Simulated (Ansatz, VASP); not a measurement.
# Cross-check of HfN between VASP and Ansatz, part 2 of 2

Aim: how closely do two programs agree when they are given the same cell, functional and k mesh? The cell is taken from a series of runs on this material, whose earlier steps may have relaxed, scaled, displaced or heated it; both programs get it as it stands.

VASP 6.6.1 and Ansatz 0.2.0.

So far. Step 2 (Ansatz: single point, PBE): The run ends at a pressure of 6.85 GPa. Step 3 (VASP: single point, PBE): The run ends at a pressure of 4.27 GPa.

## (6) Ansatz: zone-centre phonons, PBE

Level of this step: Ansatz beside VASP: Kohn-Sham DFT, plane waves, PBE (Ansatz).

Second derivatives magnify differences that forces hide, and they need a tight electronic threshold. The cell compared in this pair holds 23.51 Å³, against 22.96 Å³ for the pair before.

The cell is taken from a series of runs on this material, whose earlier steps may have relaxed, scaled, displaced or heated it; both programs get it as it stands.

Input file input.yaml:

```yaml
crystal:
  lattice:
    - [0.0, 2.2737001578, 2.2737001578]
    - [2.2737001578, 0.0, 2.2737001578]
    - [2.2737001578, 2.2737001578, 0.0]
  atoms:
    - { symbol: Hf, position: [0.0, 0.0, 0.0] }
    - { symbol: "N", position: [0.5, 0.5, 0.5] }
kpoints:
  mp_grid: { grid: [9, 9, 9] }
hamiltonian:
  xc: pbe
  pseudopotentials: { kind: paw, azcp: { folder: soft_1 } }
scf:
  occupations: { method: methfessel_paxton, width: 0.2 }
output:
  eigenvalues: true
phonons:
  method: dfpt
  qmesh: [3, 3, 3]
  temperatures: { t_max: 1000, t_step: 50 }
  qpath:
    path:
      - [[0.0, 0.0, 0.0], [0.5, 0.0, 0.5], [0.625, 0.25, 0.625]]
      - [[0.375, 0.375, 0.75], [0.0, 0.0, 0.0], [0.5, 0.5, 0.5], [0.5, 0.25, 0.75], [0.5, 0.0, 0.5]]
    npoints: 6
  electrical_resistivity:
    mesh: [12, 12, 12]
    temperatures: [20.0, 50.0, 80.0, 100.0, 150.0, 200.0, 273.0, 300.0, 400.0, 500.0, 600.0, 800.0]
  superconductivity: { mesh: [12, 12, 12] }
```

On the command line:

```
$ ansatz run input.yaml --threads 16 --pin off --max-ram 92160MiB --backend cuda --events-out ev --progress --plain --runs-dir out --max-vram 78GiB
```

Numbers of over 12 decimals in the logs are rounded to 6 here.

Log:

```text
[...]
Crystal: 2 atoms, lattice volume = 23.509 Å³
Basis set: ecut = 420 eV, 459 PW (Γ), exchange–correlation on 48×48×48 points (8 copies of the dense FFT grid, shifted against one another)
Bands: 20, of which v1, the nominal top of the filled ones, is band 16 counted from 1 (15 counted from 0)
Symmetry: 48 space group operations
k-points: 35 of 729
[...]
vibrations of 27 cells: unjudged by the run; compare a larger repeat
  the changes of the potential over all sites missed a rigid shift's by 0.00 % (the site terms' by 0.01 %)
  at the force constants' own smearing the fine mesh and the k-points of their solves give squared frequencies that differ by 42.8 % of the larger at the most, at (0, 0.3333, 0.3333)
[the section on superconductivity is kept apart]
[key lines of the parts left out:]
SCF converged after 11 iterations
```

## (7) VASP: zone-centre phonons, PBE

The same cell, functional, mesh and smearing now go to VASP, with its own data sets.

Input file INCAR:

```
SYSTEM = HfN
PREC = Accurate
ENCUT = 600
EDIFF = 1E-08
NELM = 120
ISMEAR = 1
SIGMA = 0.2
LREAL = .FALSE.
ALGO = Normal
GGA = PE
NBANDS = 13
LASPH = .TRUE.
LORBIT = 11
LWAVE = .FALSE.
LCHARG = .FALSE.
ISIF = 2
IBRION = 8
GGA_COMPAT = .FALSE.
```

Input file POSCAR:

```
HfN
1.0
    0.0000000000      2.2737001578      2.2737001578
    2.2737001578      0.0000000000      2.2737001578
    2.2737001578      2.2737001578      0.0000000000
Hf N
1 1
Direct
    0.0000000000      0.0000000000      0.0000000000
    0.5000000000      0.5000000000      0.5000000000
```

Input file KPOINTS:

```
Automatic mesh
0
Gamma
9 9 9
0 0 0
```

Potentials, in the order of the species: Hf_pv and N (PBE family, release 64).

On the command line:

```
$ mpirun -np 1 vasp_std
```

Log:

```text
[... set-up lines as in an earlier step ...]
 entering main loop
       N       E                     dE             d eps       ncg     rms          rms(c)
DAV:   1     0.441076885446E+02    0.44108E+02   -0.87611E+03   910   0.122E+03
DAV:   2    -0.223139532156E+02   -0.66422E+02   -0.61894E+02  1228   0.264E+02
DAV:   3    -0.247653404041E+02   -0.24514E+01   -0.24307E+01  1105   0.429E+01
DAV:   4    -0.247769437807E+02   -0.11603E-01   -0.11600E-01  1018   0.339E+00
[...]
DAV:  14    -0.217661569078E+02    0.71499E-07   -0.35272E-08  1083   0.185E-03    0.502E-03
DAV:  15    -0.217661569397E+02   -0.31975E-07   -0.14974E-08   674   0.117E-03    0.645E-04
DAV:  16    -0.217661569469E+02   -0.71736E-08   -0.21696E-09   455   0.501E-04
   1 F= -.21766157E+02 E0= -.21764817E+02  d E =-.401859E-02
 Linear response reoptimize wavefunctions to high precision
DAV:   1    -0.217661569446E+02    0.22931E-08   -0.15568E-10   525   0.126E-04
DAV:   2    -0.217661569446E+02   -0.63665E-11   -0.16616E-11   460   0.424E-05
 Linear response DOF=           2
 Linear response progress:
[...]
RMM:  12    -0.207257376507E+00    0.85147E-08   -0.19231E-07  4073   0.215E-05    0.203E-05
RMM:  13    -0.207257373380E+00    0.31267E-08   -0.11653E-07  3400   0.113E-05    0.211E-05
RMM:  14    -0.207257367955E+00    0.54258E-08   -0.73040E-08  3112   0.635E-06    0.114E-05
 first order change of Fermi-energy   0.15011E-03
 force on displaced ion       1 direction 1 : -10.626   0.000   0.000
 Linear response progress:
  Degree of freedom:   2/  2
       N       E                     dE             d eps       ncg     rms          rms(c)
RMM:   1    -0.232792888028E+00   -0.23279E+00    0.17195E-01  4201   0.296E+00
RMM:   2    -0.230928269072E+00    0.18646E-02   -0.38287E-03  3065   0.451E-01    0.564E-01
RMM:   3    -0.231917915049E+00   -0.98965E-03   -0.62845E-04  2750   0.147E-01    0.314E-01
RMM:   4    -0.233485880283E+00   -0.15680E-02   -0.41675E-04  2778   0.132E-01    0.459E-02
[...]
RMM:   9    -0.233420753083E+00   -0.78855E-06   -0.13053E-08  3446   0.132E-04    0.181E-04
RMM:  10    -0.233420561137E+00    0.19195E-06    0.50067E-09  3540   0.263E-05    0.210E-05
RMM:  11    -0.233420557697E+00    0.34401E-08    0.82383E-09  3485   0.599E-06    0.847E-06
 first order change of Fermi-energy   0.11226E-03
 force on displaced ion       2 direction 1 : -10.635   0.000   0.000
 Linear response finished
```

OUTCAR, selected parts (step 7):

```text
  Total       -0.3485563     -0.3485563     -0.3485563      0.0000000      0.0000000      0.0000000
  in kB      -23.7549396    -23.7549396    -23.7549396      0.0000000      0.0000000      0.0000000
  external PRESSURE =     -23.7549396 kB  Pullay stress =       0.0000000 kB

 POSITION                                       TOTAL-FORCE (eV/Angst)
 -----------------------------------------------------------------------------------
      0.00000      0.00000      0.00000        -0.000000      0.000000      0.000000
      2.27370      2.27370      2.27370         0.000000     -0.000000     -0.000000
 -----------------------------------------------------------------------------------
    total drift:                                0.000000      0.000000      0.000000

[... 2 further parts left out ...]
```

## (8) Side by side

What differs besides the data sets and the points named for the pairs above, as far as they apply: VASP's run holds the zone centre alone; the data sets hold 31 valence electrons in Ansatz (on its PAW soft_1 files) and 15 in VASP. Total energies have different zeros and are not compared.

Compared:

| quantity | Ansatz | VASP | difference |
| --- | --- | --- | --- |
| optical mode 1 to 3 (cm⁻¹) | 471.6 | 472.0 | -0.09 % |

Modes are paired by rising frequency, not by their patterns, so a pair may set unlike modes beside each other; they are those without the splitting of longitudinal modes.

## (9) Results

| Item | Value |
| --- | --- |
| difference in pressure (single point, PBE) | 2.6 GPa |
| r.m.s. difference of the optical zone-centre modes, each program's sorted by frequency (zone-centre phonons, PBE) | 0.40 cm⁻¹ |

**Reading.** The difference in pressure is 2.6 GPa (single point, PBE), beyond the 1 GPa picked in this series as the mark of a large difference. The data sets hold unlike numbers of valence electrons (31 in Ansatz and 15 in VASP), so part of the differences comes from the potentials. Single point, PBE, VASP with the data sets Hf_sv and N: the difference in pressure goes from 2.6 to 1.9 GPa. How closely two codes agree says nothing of how well the functional describes the real material.

[Lines on the potential files, build, host, timing and source positions are cut from VASP's logs without a mark.]

[Logs are printed without paths, hosts, clocks, repeated set-up lines and the standing remarks that a program may print on its own settings, such as how far it seeks lower states.]

[Hosts, paths, dates, database ids (printed as entryN), source tags and the programs' standing remarks are cut or masked in the printed files.]
